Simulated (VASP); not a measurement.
An input for Quantum ESPRESSO's pw.x (written as the equivalent of a VASP run, and not itself run):

```
&CONTROL
  calculation = 'scf'
  pseudo_dir = './pseudo'
  outdir = './out'
  tprnfor = .true.
  tstress = .true.
/
&SYSTEM
  ibrav = 0
  nat = 2
  ntyp = 1
  ecutwfc = 36
  occupations = 'tetrahedra'
  input_dft = 'vdw-df-cx'
/
&ELECTRONS
  conv_thr = 7.3e-09
  electron_maxstep = 100
/
ATOMIC_SPECIES
  Si 28.085 Si.upf
CELL_PARAMETERS angstrom
    -0.0000000    2.7231320    2.7231320
     2.7231320    0.0000000    2.7231320
     2.7231320    2.7231320    0.0000000
ATOMIC_POSITIONS crystal
  Si   0.0000000  0.0000000  0.0000000
  Si   0.2500000  0.2500000  0.2500000
K_POINTS automatic
  9 9 9 0 0 0
```

Task: Write the VASP files for the same calculation (vdW-DF-cx).

Result: This is not unique; one that fits is 
### INCAR
```
LREAL = F   # projection in real space or not
ALGO = Normal   # blocked Davidson
LUSE_VDW = T
SYSTEM = Si
ISMEAR = -5   # tetrahedra, Bloechl
ENCUT = 520   # plane-wave cut-off (eV)
PREC = Accurate
AGGAC = 0.0
ISIF = 2   # forces and stress, cell fixed
LORBIT = 11
LWAVE = F
EDIFF = 1E-7   # SCF stop (eV)
LASPH = T   # aspherical one-centre terms
LCHARG = T
GGA = CX
NELM = 100   # most electronic steps
NEDOS = 601
```

File KPOINTS:
```
Automatic mesh
0
Gamma
9 9 9
0 0 0
```

File POSCAR:
```
Si
2.7231320
  0.0000000000   1.0000000151   1.0000000151
  1.0000000151   0.0000000000   1.0000000151
  1.0000000151   1.0000000151   0.0000000000
Si
2
Direct
  0.0000000000   0.0000000000   0.0000000000
  0.2500000000   0.2500000000   0.2500000000
```

POTCAR, in this order: Si (PBE.64 set). Program: vasp_std.

What does not carry over: the potentials are each code's own (VASP's PAW set, PseudoDojo norm-conserving files in pw.x), so ENCUT and ecutwfc are chosen apart and not converted; conv_thr bounds pw.x's estimated SCF error, while EDIFF bounds the energy change between steps.

The compound is Si in the diamond structure. It was relaxed first.
